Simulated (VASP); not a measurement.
Wanted: the native input for a VASP 6.6.1 run.

```
Task                   : single point
Functional             : r2SCAN
Potentials or basis    : VASP PAW PBE potentials, release 64 (Ca_sv, Zr_sv, N)
Cutoff                 : 520 eV
k mesh                 : 8 × 8 × 4
Occupations            : gaussian, width 0.1 eV
Spin                   : no spin polarisation
Further INCAR settings : ALGO = Normal; EDIFF = 1e-06; NBANDS = 38
```

The structure of Ca3ZrN3 lies in POSCAR:

```
Ca3ZrN3                                 
1.0
    3.5038200788      0.0000000000     -0.0000000000
    0.0000000000      3.5038200788     -0.0000000000
   -0.0000000000      0.0000000000      9.8438572825
  Ca              Zr              N             
     3     1     3
Direct
     1.0000000000000000    1.0000000000000000    0.0000000000000000
     0.5000000000000000    0.5000000000000000    0.2459339778947287
     0.5000000000000000    0.5000000000000000    0.7540660221052713
     1.0000000000000000    1.0000000000000000    0.5000000000000000
     0.5000000000000000    0.5000000000000000    0.0000000000000000
     1.0000000000000000    1.0000000000000000    0.2916875071008719
     1.0000000000000000    1.0000000000000000    0.7083124928991281
```

The cell was built by a generator and needn't be a form met in nature.

These files were run (other wordings do the same):

INCAR

```
SYSTEM = Ca3ZrN3
PREC = Accurate ; ENCUT = 520
EDIFF = 1E-6 ; ISMEAR = 0
SIGMA = 0.1 ; LREAL = .FALSE.
LASPH = .TRUE. ; NELM = 150
ALGO = Normal ; ISIF = 2
LWAVE = .FALSE. ; LCHARG = .FALSE.
METAGGA = R2SCAN ; LMIXTAU = .TRUE.
NBANDS = 38 ; KPAR = 4
```

KPOINTS

```
regular mesh
0
G
  8 8 4
  0 0 0
```

Potentials or basis: VASP PAW PBE potentials, release 64 (Ca_sv, Zr_sv, N).

Launch:

```sh
$ cat potpaw_PBE.64/Ca_sv/POTCAR potpaw_PBE.64/Zr_sv/POTCAR potpaw_PBE.64/N/POTCAR > POTCAR
$ mpirun -np 4 vasp_std > vasp.out
```

It gave:

```
Pressure               : -0.8 GPa
Largest force          : 0.087 eV/Å
Band gap on the k mesh : none (metal or under the smearing width)
```

Caveat: the PAW data sets were made with another functional, which shifts forces and pressure a little.

It took 3 min on 4 MPI ranks on AMD EPYC 9R45 96-Core Processor (Zen 5), on a shared host, peak memory 0.36 GiB a rank.
